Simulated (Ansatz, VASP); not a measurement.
## Cross-check of H19C13O12 (amorphous polycarbonate of ethylene at 300 K) between VASP and Ansatz

Wanted: the spread between two codes on one cell, functional and k mesh. The cell is taken from a series of runs on this material, whose earlier steps may have relaxed, scaled, displaced or heated it; both programs get it as it stands.

Calculated with Ansatz 0.2.0; plane waves, with VASP 6.6.1 beside it; single point at PBE with D3(BJ).

## 1. The starting structure

The cell holds 176 atoms: 52 C, 48 O and 76 H. Its edges and angles: a = 12.616 Å, b = 12.616 Å, c = 12.616 Å, α = 90.0°, β = 90.0°, γ = 90.0°. As first built, before any earlier steps moved the atoms (in the runner's words): 2 polycarbonate of ethylene chains of 8 units placed at random, at 1.22 g/cm^3; overlaps pushed apart, then 20 ps at 800 K with MMFF94 bonds, angles, torsions, charges and radii (Halgren, J. Comput. Chem. 17, 490 (1996)) in harmonic and 12-6 forms; charges of ions scaled by 0.8. Snapshot after 30 ps at 300 K and fixed volume.

## 2. Ansatz: single point, PBE with D3(BJ)

Ansatz runs on its default PAW (the set named soft_2) files.

A single point gives forces, pressure and levels at one fixed geometry, so differences don't come from the geometry; what else differs is listed under the comparison.

input.yaml reads:

```yaml
crystal:
  lattice:
    - [12.6157, 0.0, 0.0]
    - [0.0, 12.6157, 0.0]
    - [0.0, 0.0, 12.6157]
  atoms:
    - { symbol: C, position: [0.15968, 0.78269, 0.2199] }
    - { symbol: O, position: [0.09234, 0.68985, 0.21734] }
    - { symbol: C, position: [0.98891, 0.70767, 0.23546] }
    - { symbol: O, position: [0.94891, 0.79282, 0.25741] }
    - { symbol: O, position: [0.93846, 0.61465, 0.22656] }
    - { symbol: C, position: [0.82545, 0.61651, 0.24939] }
    - { symbol: C, position: [0.78809, 0.50372, 0.25787] }
    - { symbol: O, position: [0.80406, 0.45356, 0.1554] }
    - { symbol: C, position: [0.74966, 0.36454, 0.13735] }
    - { symbol: O, position: [0.68459, 0.32379, 0.19597] }
    - { symbol: O, position: [0.77966, 0.32733, 0.04193] }
    - { symbol: C, position: [0.7274, 0.2315, 0.00696] }
    - { symbol: C, position: [0.62922, 0.26127, 0.94307] }
    - { symbol: O, position: [0.59035, 0.17048, 0.8848] }
    - { symbol: C, position: [0.64403, 0.14865, 0.79529] }
    - { symbol: O, position: [0.72178, 0.19511, 0.76249] }
    - { symbol: O, position: [0.59564, 0.066, 0.74825] }
    - { symbol: C, position: [0.64761, 0.02558, 0.65459] }
    - { symbol: C, position: [0.63067, 0.90612, 0.65388] }
    - { symbol: O, position: [0.69458, 0.86036, 0.57035] }
    - { symbol: C, position: [0.79648, 0.84257, 0.59693] }
    - { symbol: O, position: [0.83606, 0.85715, 0.6837] }
    - { symbol: O, position: [0.84596, 0.80469, 0.51078] }
    - { symbol: C, position: [0.95576, 0.77515, 0.52491] }
    - { symbol: C, position: [0.03301, 0.86364, 0.4995] }
    - { symbol: O, position: [0.05317, 0.9328, 0.58855] }
    - { symbol: C, position: [0.99467, 0.0217, 0.59184] }
    - { symbol: O, position: [0.92674, 0.04795, 0.52867] }
    - { symbol: O, position: [0.02504, 0.07727, 0.67746] }
    - { symbol: C, position: [0.97258, 0.17841, 0.68776] }
[... 140 atom lines left out ...]
    - { symbol: H, position: [0.36082, 0.36758, 0.65243] }
    - { symbol: H, position: [0.45312, 0.19208, 0.65671] }
    - { symbol: H, position: [0.435, 0.17837, 0.518] }
    - { symbol: H, position: [0.29656, 0.0766, 0.62188] }
    - { symbol: H, position: [0.25335, 0.1964, 0.68155] }
    - { symbol: H, position: [0.23685, 0.17543, 0.54284] }
kpoints:
  mp_grid: { grid: [1, 1, 1] }
hamiltonian:
  xc: pbe
  dispersion: d3bj
scf:
  occupations: { method: fixed }
output:
  forces: true
  stress: true
  populations: true
  dos:
    method: { smearing: { sigma: 0.15 } }
    de: 0.1
    projected: { site_lists: { C: [C], H: [H], O: [O] } }
  eigenvalues: true
```

On the command line:

```
$ ansatz run input.yaml --threads 4 --pin off --max-ram 8192MiB --backend cpu --events-out ev --progress --plain --runs-dir out
```

Numbers of over 12 decimals in the logs are rounded to 6 here.

Log:

```text
Engine: ansatz 0.2.0, aarch64-unknown-linux-gnu
Pseudopotentials: kind: paw
Pseudopotential: C, paw, valence charge 4, recommended cutoff 420 eV (normal), C.paw.azcp
Pseudopotential: O, paw, valence charge 6, recommended cutoff 420 eV (normal), O.paw.azcp
Pseudopotential: H, paw, valence charge 1, recommended cutoff 420 eV (normal), H.paw.azcp
Functional definition: PBE
  parameter kappa = 0.804
  parameter beta = 0.066725
  exchange = pbe_x(kappa = kappa, mu = beta*pi^2/3)
  correlation = pbe_c(beta = beta)
Crystal: 176 atoms, lattice volume = 2007.863 Å³
Basis set: ecut = 420 eV, 39127 PW (Γ), exchange–correlation on 180×180×180 points (8 copies of the dense FFT grid, shifted against one another)
Bands: 462, of which v1, the nominal top of the filled ones, is band 286 counted from 1 (285 counted from 0)
Symmetry: 1 space group operations
Space group: P1 (ITA 1), of the structure as read, at distance tolerance 1.3e-4 Å
k-points: 1
Non-local potential: C, projectors of the file, l = 0: 2, l = 1: 2, l = 2: 1
Non-local potential: O, projectors of the file, l = 0: 2, l = 1: 2, l = 2: 1
Non-local potential: H, projectors of the file, l = 0: 2, l = 1: 1
PAW form: soft (Blöchl's): semilocal exchange-correlation on the pseudo side does not see the compensation charge
PAW one-centre angular grid: C, 110 points (default); XC on 64 Gauss nodes
PAW one-centre angular grid: O, 110 points (default); XC on 64 Gauss nodes
PAW one-centre angular grid: H, 110 points (default); XC on 64 Gauss nodes
Initial density: superposition of atomic densities (neutral atoms: chi_scale 0, normalization atom), corrected by the library's trained network
Initial wavefunctions: pseudopotential atomic-orbital guess
Functional: x = pbe(κ = 0.804, μ = 0.219515), c = pbe(β = 0.066725)
SCF iter   1: F=—  HF=-41482.179212 eV  |F-HF|=—  |Δ(HF+E_count)|=         —  Δρ=4.54e-3  dr2=4.44e-1  ethr=1.77e-3  ⟨swp⟩=5.0  Hψ=1574  notcnv=0  defer=173
preconditioner: auto → Resta (q_TF=auto, 2.213 Å⁻¹)  ε∞=2.4  [insulator: Δε(μ)=5.585 eV  Ē_g=16.924 eV  n_scr=364 (ndim 8)  ℏωp=19.8 eV  f_vac=0.302  ε∞_Penn≈2.4]
SCF iter   2: F=—  HF=-41482.128014 eV  |F-HF|=—  |Δ(HF+E_count)|=   5.12e-2  Δρ=2.19e-3  dr2=9.00e-2  ethr=7.75e-5  ⟨swp⟩=2.0  Hψ=690  notcnv=0  defer=173
SCF iter   3: F=—  HF=-41482.139895 eV  |F-HF|=—  |Δ(HF+E_count)|=   1.19e-2  Δρ=1.18e-3  dr2=2.96e-2  ethr=1.57e-5  ⟨swp⟩=4.0  Hψ=573  notcnv=0  defer=174
SCF iter   4: F=—  HF=-41482.137250 eV  |F-HF|=—  |Δ(HF+E_count)|=   2.64e-3  Δρ=4.28e-4  dr2=4.32e-3  ethr=5.18e-6  ⟨swp⟩=3.0  Hψ=580  notcnv=0  defer=174
SCF iter   5: F=—  HF=-41482.136768 eV  |F-HF|=—  |Δ(HF+E_count)|=   4.82e-4  Δρ=1.47e-4  dr2=5.84e-4  ethr=7.56e-7  ⟨swp⟩=2.0  Hψ=550  notcnv=0  defer=174
SCF iter   6: F=—  HF=-41482.136668 eV  |F-HF|=—  |Δ(HF+E_count)|=   9.99e-5  Δρ=8.58e-5  dr2=1.32e-4  ethr=1.02e-7  ⟨swp⟩=2.0  Hψ=579  notcnv=0  defer=174
SCF iter   7: F=—  HF=-41482.136609 eV  |F-HF|=—  |Δ(HF+E_count)|=   5.95e-5  Δρ=2.34e-5  dr2=9.97e-6  ethr=2.31e-8  ⟨swp⟩=2.0  Hψ=578  notcnv=0  defer=174
SCF iter   8: F=—  HF=-41482.137096 eV  |F-HF|=—  |Δ(HF+E_count)|=   4.88e-4  Δρ=1.20e-5  dr2=2.64e-6  ethr=1.74e-9  ⟨swp⟩=2.0  Hψ=739  notcnv=0  defer=174
SCF iter   9: F=—  HF=-41482.137096 eV  |F-HF|=—  |Δ(HF+E_count)|=   6.84e-7  Δρ=3.95e-6  dr2=3.26e-7  ethr=4.61e-10  ⟨swp⟩=2.0  Hψ=579  notcnv=0  defer=174
SCF iter  10: F=-41482.137096 eV  HF=-41482.137096 eV  |F-HF|=4.13e-8  |Δ(HF+E_count)|=   7.05e-8  Δρ=1.56e-6  dr2=5.49e-8  ethr=1.75e-11  ⟨swp⟩=16.0  Hψ=3125  notcnv=0
SCF 1 converged in 10 iterations: F = -41482.137096 eV  dr2 = 5.49e-8
  greatest PAW one-centre occupation: 0.877 electrons in one spin orbital (limit 2), on the O atom at site 27 (counted from 0), in its partial waves of l = 0
SCF converged after 10 iterations
Free energy (F): -41482.137096 eV
Harris-Foulkes:  -41482.137096 eV  (|F-HF|=4.13e-8)
Internal energy: -41482.137096 eV  (E = F + TS)
E sigma→0 (E₀):  -41482.137096 eV
Fermi energy:    -1.171062 eV
--- Per-component energies (eV) ---
  E_band       = -5021.475238
  E_kinetic    = 14168.570050
  E_local      = -53968.123713  (includes V_loc(G=0)·N_el)
  E_nonlocal   = 3845.624980
  E_hartree    = 20747.087714
  E_xc         = -6676.118732
  E_vxc        = -8429.509554  (∫ρ·V_xc dr)
  E_paw        = -12804.924747  (= ΣΔE_a)
  E_vpaw       = -2132.223538  (= ΣTr[D̂ρ^β])
  E_aug_tail   = 0.013911  (compensation charges beyond the density's cutoff)
  E_ewald      = -6785.574725
  E_disp       = -8.691834  (pairwise vdW)
  E_smearing   = -0.000000  (= −TS)
  E_closure    = 0.000000  (closes the sum)
  Σ components = -41482.137096   (vs F -41482.137096, Δ=0.00e0)
--- Forces (eV/Å), atoms counted from 1 ---
  atom   1  C     -0.05163395    -0.04490877    -0.00247652
  atom   2  O      0.16646313    -0.09603057    -0.03412923
  atom   3  C     -0.20827841     0.37416507     0.08269438
[...]
--- Stress (GPa, compression-positive) ---
       -0.270792      -0.016572      -0.018788
       -0.016571      -0.225012       0.103905
       -0.018787       0.103904      -0.150957
  P = ⅓ Tr σ = -0.2156 GPa (-2.156 kbar)
--- Band table (eV) ---
  k-point 0: bands = [... 282 lower, -1.4607, -1.4295, -1.4008, -1.1711, 4.2398, 4.5732, 4.6068, 4.6648, ... 172 higher]
--- Löwdin populations: 176 sites ---
  site symbol       q [e]
     0      C      4.2233
     1      O      6.2763
     2      C      3.3003
     3      O      6.4436
     4      O      6.2783
     5      C      4.0532
     6      C      4.0515
     7      O      6.2649
     8      C      3.2933
     9      O      6.4498
    10      O      6.2723
    11      C      4.0618
    12      C      4.0614
    13      O      6.2655
    14      C      3.2906
    15      O      6.4389
    16      O      6.2671
    17      C      4.0617
    18      C      4.0531
    19      O      6.2708
    20      C      3.2937
    21      O      6.4467
    22      O      6.2594
    23      C      4.0653
[...]
168      H      0.7898
   169      H      0.8041
   170      H      0.8102
   171      H      0.8176
   172      H      0.8069
   173      H      0.8060
   174      H      0.8308
   175      H      0.8014
  spilling = 0.013183 (of n_electrons = 572.000000)
```

The column dr2 measures how far the density is from self-consistency, as an energy; F and HF (Harris–Foulkes) agree once it is small.

## 3. VASP: single point, PBE with D3(BJ)

The same cell, functional and mesh now go to VASP, with its own data sets.

Lines of VASP's logs that name or quote its potential files are left out, and so is its time.

INCAR reads:

```
SYSTEM = H19C13O12
PREC = Accurate
ENCUT = 600
EDIFF = 1E-06
NELM = 120
ISMEAR = 0
SIGMA = 0.01
LREAL = Auto
ALGO = Normal
GGA = PE
IVDW = 12
NBANDS = 409
LORBIT = 11
LWAVE = .FALSE.
LCHARG = .FALSE.
ISIF = 2
LASPH = .TRUE.
GGA_COMPAT = .FALSE.
EFERMI = MIDGAP
```

POSCAR reads:

```
H19C13O12
1.0
   12.6157000000      0.0000000000      0.0000000000
    0.0000000000     12.6157000000      0.0000000000
    0.0000000000      0.0000000000     12.6157000000
C O H
52 48 76
Direct
    0.1596800000      0.7826900000      0.2199000000
    0.9889100000      0.7076700000      0.2354600000
    0.8254500000      0.6165100000      0.2493900000
    0.7880900000      0.5037200000      0.2578700000
    0.7496600000      0.3645400000      0.1373500000
    0.7274000000      0.2315000000      0.0069600000
    0.6292200000      0.2612700000      0.9430700000
    0.6440300000      0.1486500000      0.7952900000
    0.6476100000      0.0255800000      0.6545900000
    0.6306700000      0.9061200000      0.6538800000
    0.7964800000      0.8425700000      0.5969300000
    0.9557600000      0.7751500000      0.5249100000
    0.0330100000      0.8636400000      0.4995000000
    0.9946700000      0.0217000000      0.5918400000
    0.9725800000      0.1784100000      0.6877600000
    0.0016500000      0.2212800000      0.7961000000
    0.9703900000      0.3890200000      0.8817300000
    0.0441400000      0.4051800000      0.0533300000
    0.1362100000      0.4813400000      0.0465400000
    0.2718600000      0.3903400000      0.1377700000
    0.4222000000      0.3157600000      0.2226600000
    0.4804700000      0.4000100000      0.2840700000
    0.4444600000      0.5535700000      0.3841500000
    0.3941300000      0.6944000000      0.4999200000
    0.3910700000      0.6683000000      0.6174000000
    0.2832000000      0.6293600000      0.6559400000
    0.7529900000      0.2310000000      0.4300800000
    0.6778600000      0.0839300000      0.3435600000
    0.5943200000      0.9313500000      0.2739100000
    0.6027400000      0.9455900000      0.1553000000
[... 140 atom lines left out ...]
    0.3608200000      0.3675800000      0.6524300000
    0.4531200000      0.1920800000      0.6567100000
    0.4350000000      0.1783700000      0.5180000000
    0.2965600000      0.0766000000      0.6218800000
    0.2533500000      0.1964000000      0.6815500000
    0.2368500000      0.1754300000      0.5428400000
```

KPOINTS reads:

```
Automatic mesh
0
Gamma
1 1 1
0 0 0
```

The projector-augmented-wave data sets are C, O and H (PBE family, release 64).

On the command line:

```
$ export OMP_NUM_THREADS=3
$ mpirun -np 1 vasp_gam
```

Log:

```text
[banner, memory and clock lines left out]
running    1 mpi-ranks, on    1 nodes
[...]
Offloading initialized ...    1 GPUs detected
[...]
LDA part: xc-table for (Slater+PW92), standard interpolation
 POSCAR, INCAR and KPOINTS ok, starting setup
[...]
entering main loop
       N       E                     dE             d eps       ncg     rms          rms(c)
DAV:   1     0.509575861986E+04    0.50958E+04   -0.33750E+05   842   0.147E+03
DAV:   2    -0.591857361971E+03   -0.56876E+04   -0.54181E+04  1035   0.337E+02
DAV:   3    -0.114080416712E+04   -0.54895E+03   -0.54407E+03   996   0.109E+02
DAV:   4    -0.115343276130E+04   -0.12629E+02   -0.12561E+02  1012   0.178E+01
[...]
DAV:  18    -0.107439587949E+04    0.33965E-05   -0.14130E-05   956   0.102E-02    0.403E-03
DAV:  19    -0.107439587823E+04    0.12650E-05   -0.29094E-06   828   0.468E-03    0.195E-03
DAV:  20    -0.107439587762E+04    0.60723E-06   -0.44259E-07   660   0.320E-03
   1 F= -.10830864E+04 E0= -.10830864E+04  d E =0.000000E+00
```

OUTCAR, selected parts (step 3):

```text
  FREE ENERGIE OF THE ION-ELECTRON SYSTEM (eV)
  ---------------------------------------------------
  free  energy   TOTEN  =     -1083.0864384658 eV

  energy  without entropy=    -1083.0864384658  energy(sigma->0) =    -1083.08643847
```

The run ends at a pressure of 0.10 GPa, with forces up to 0.64 eV/Å.

## 4. Comparison

Known differences besides the potentials themselves: fixed occupations in Ansatz, narrow Gaussian smearing in VASP; the cutoff is 420 eV in Ansatz and 600 eV in VASP (PREC = Accurate, projectors in real space). Total energies have different zeros and are not compared.

Both answers:

| quantity | Ansatz | VASP | difference |
| --- | --- | --- | --- |
| pressure (GPa) | -0.22 | 0.10 | -0.31 |
| gap on the k mesh (eV) | 5.411 | 5.422 | -0.012 |

Forces on 9 of the 176 atoms, those with the largest forces and the largest differences (eV/Å; atoms numbered as in POSCAR):

| atom | Ansatz x, y, z | VASP x, y, z |
| --- | --- | --- |
| C2 | -0.208, 0.374, 0.083 | -0.094, 0.121, 0.014 |
| C17 | -0.126, 0.475, 0.113 | -0.046, 0.251, 0.072 |
| C23 | 0.616, 0.056, -0.123 | 0.354, -0.026, -0.097 |
| C28 | 0.757, -0.219, -0.456 | 0.515, -0.157, -0.344 |
| O60 | 0.015, -0.017, 0.002 | 0.389, 0.202, -0.157 |
| O66 | 0.089, -0.015, 0.088 | -0.240, 0.111, -0.213 |
| O77 | -0.167, 0.245, 0.253 | -0.241, 0.322, 0.332 |
| O79 | -0.309, -0.086, 0.105 | -0.429, -0.099, 0.127 |
| O90 | 0.023, -0.018, -0.018 | -0.313, 0.298, -0.060 |

The forces differ by 102 meV/Å r.m.s., which is 99.3 % of the r.m.s. force of 0.102 eV/Å (both taken over all components). A gap on the mesh is an upper bound, since the band edges may lie between its points.

## 5. Outcome

| Item | Value |
| --- | --- |
| r.m.s. force difference (single point, PBE with D3(BJ)) | 102 meV/Å |

The r.m.s. force difference is 102 meV/Å (single point, PBE with D3(BJ)), beyond the 12 meV/Å picked in this series as the mark of a large difference. What causes the difference of the single point, PBE with D3(BJ) pair stays open here. How closely two codes agree says nothing of how well the functional describes the real material.

[Lines on the potential files, build, host, timing and source positions are cut from VASP's logs without a mark.]

[Logs are printed without paths, hosts, clocks, repeated set-up lines and the standing remarks that a program may print on its own settings, such as how far it seeks lower states.]

[Hosts, paths, dates, database ids (printed as entryN), source tags and the programs' standing remarks are cut or masked in the printed files.]

[The MMFF94 radii named for the starting cell were scaled by 0.96; in molecules described by MMFF94, hydrogen bound to N, O or S took a small fixed 12-6 site in their place.]
